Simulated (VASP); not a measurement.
Output of a VASP run:

OSZICAR:
```
       N       E                     dE             d eps       ncg     rms          rms(c)
DAV:   1     0.473347596133E+02    0.47335E+02   -0.87662E+03   864   0.130E+03
DAV:   2    -0.359050027248E+02   -0.83240E+02   -0.78391E+02  1176   0.276E+02
DAV:   3    -0.385224829115E+02   -0.26175E+01   -0.26077E+01  1136   0.495E+01
DAV:   4    -0.385393501115E+02   -0.16867E-01   -0.16851E-01  1072   0.402E+00
DAV:   5    -0.385395627696E+02   -0.21266E-03   -0.21261E-03  1120   0.397E-01    0.931E+00
DAV:   6    -0.368357258989E+02    0.17038E+01   -0.43543E+00  1084   0.172E+01    0.456E+00
DAV:   7    -0.366681281506E+02    0.16760E+00   -0.22699E-01  1044   0.453E+00    0.266E+00
DAV:   8    -0.366265838280E+02    0.41544E-01   -0.68648E-02   992   0.231E+00    0.213E-01
DAV:   9    -0.366257596751E+02    0.82415E-03   -0.21587E-03  1104   0.472E-01    0.115E-01
DAV:  10    -0.366258248243E+02   -0.65149E-04   -0.19929E-04  1048   0.139E-01    0.216E-02
DAV:  11    -0.366258235477E+02    0.12765E-05   -0.36731E-05  1076   0.523E-02    0.106E-02
DAV:  12    -0.366258240981E+02   -0.55035E-06   -0.38593E-06  1052   0.195E-02
   1 F= -.36625824E+02 E0= -.36625824E+02  d E =-.366258E+02
```

### OUTCAR
```
------------------------ aborting loop because EDIFF is reached ----------------------------------------
  FORCE on cell =-STRESS in cart. coord.  units (eV):
  Direction    XX          YY          ZZ          XY          YZ          ZX
  --------------------------------------------------------------------------------------
  Total       -0.0110012     -0.0110012     -0.0100540      0.0000000      0.0000000      0.0000000
  in kB       -0.7486169     -0.7486169     -0.6841602      0.0000000      0.0000000      0.0000000
  external PRESSURE =      -0.7271313 kB  Pullay stress =       0.0000000 kB
  volume of cell :       23.54
      direct lattice vectors                 reciprocal lattice vectors
     2.542574634  0.000000000  0.000000000     0.393302122  0.227073078  0.000000000
    -1.271287317  2.201934304  0.000000000     0.000000000  0.454146156  0.000000000
     0.000000000  0.000000000  4.205454958     0.000000000  0.000000000  0.237786401
  FREE ENERGIE OF THE ION-ELECTRON SYSTEM (eV)
  ---------------------------------------------------
  free  energy   TOTEN  =       -36.6258240981 eV

  energy  without entropy=      -36.6258240981  energy(sigma->0) =      -36.62582410

 reached required accuracy - stopping structural energy minimisation
```
(Selected blocks of OUTCAR.)

**POSCAR**
```
BN
1
    2.5425746344    -0.0000000000     0.0000000000
   -1.2712873172     2.2019343036     0.0000000000
    0.0000000000     0.0000000000     4.2054549576
B N
2 2
Direct
  0.6666670000   0.3333330000   0.9997887517
  0.3333330000   0.6666670000   0.4997887517
  0.6666670000   0.3333330000   0.6252112483
  0.3333330000   0.6666670000   0.1252112483
```

Task: Write an INCAR and KPOINTS that could have produced this output.

Result: This is not unique; one that fits is the input of the run itself, PBEsol GGA, plane waves, VASP's PBE PAW potentials (set 64).

**KPOINTS**
```
Automatic mesh
0
Gamma
9 9 5
0 0 0
```

### INCAR
```
! general
SYSTEM = BN
PREC   = Accurate
ENCUT  = 520
LREAL  = .FALSE.
LASPH  = .TRUE.

! electronic loop
EDIFF  = 1E-6   ! SCF stop (eV)
NELM   = 100
ALGO   = Normal

! smearing
ISMEAR = 0   ! Gaussian
SIGMA  = 0.05

! functional
GGA    = PS   ! PBEsol

! ions
IBRION = 2
NSW    = 60   ! most ionic steps
ISIF   = 3   ! ions, shape and volume
EDIFFG = -0.02   ! ionic stop

! output
LWAVE  = .FALSE.
LCHARG = .FALSE.
```

POTCAR, in this order: B N (PBE.64 set). Program: vasp_std.

The structure comes from a computed database's BN entry (P6_3mc); how it stands against other phases isn't given here. It was relaxed first. The start is the result of an earlier pass.
